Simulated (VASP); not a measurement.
```
CELL_PARAMETERS angstrom
      0.00000     3.19198     3.19198
      3.19198     0.00000     3.19198
      3.19198     3.19198     0.00000
ATOMIC_POSITIONS crystal
  K  0.00000 0.00000 0.00000
  Cl 0.50000 0.50000 0.50000
```

Level of theory: PBE GGA, VASP's PBE PAW potentials (set 64) (plane waves; VASP). Run with 400 eV cut-off, 9×9×9 Γ-centred mesh, Gaussian smearing of 0.010 eV, potentials K_sv Cl.

Give the direction-averaged independent-particle dielectric function (no local fields, no excitons; a broadening of 0.1 eV leaves a tail below the gap, and fine structure carries the noise of the k-mesh).

| ħω (eV) | ε₁ | ε₂ |
|---|---|---|
| 0.00 | 2.52 | 0.00 |
| 0.40 | 2.52 | 0.00 |
| 0.80 | 2.53 | 0.00 |
| 1.20 | 2.55 | 0.00 |
| 1.60 | 2.57 | 0.01 |
| 2.00 | 2.59 | 0.01 |
| 2.50 | 2.64 | 0.01 |
| 2.90 | 2.68 | 0.01 |
| 3.30 | 2.74 | 0.02 |
| 3.70 | 2.82 | 0.02 |
| 4.10 | 2.92 | 0.03 |
| 4.60 | 3.10 | 0.05 |
| 5.00 | 3.35 | 0.14 |
| 5.40 | 3.54 | 0.62 |
| 5.80 | 3.70 | 0.60 |
| 6.20 | 3.44 | 0.74 |
| 6.70 | 4.06 | 1.49 |
| 7.10 | 3.78 | 1.98 |
| 7.50 | 3.71 | 3.60 |
| 7.90 | 2.82 | 3.76 |
| 8.30 | 1.59 | 2.00 |
| 8.80 | 1.30 | 1.47 |
| 9.20 | 2.29 | 1.45 |
| 9.60 | 3.10 | 2.23 |
| 10.00 | 1.98 | 3.99 |
| 10.40 | 0.80 | 3.52 |
| 10.90 | 0.12 | 2.56 |
| 11.30 | -0.29 | 1.46 |
| 11.70 | 0.13 | 0.98 |
| 12.10 | 0.57 | 0.80 |
| 12.50 | 0.74 | 0.95 |
| 13.00 | 0.94 | 0.90 |
ε₂ peaks at 8.0 eV (height 3.9), 8.5 eV (height 2.7), 10.0 eV (height 4.0); ε₁(0) averages 2.52, so the electronic refractive index below the gap tends to √2.52 = 1.59.

The compound is KCl in the rock salt structure. It was relaxed first.
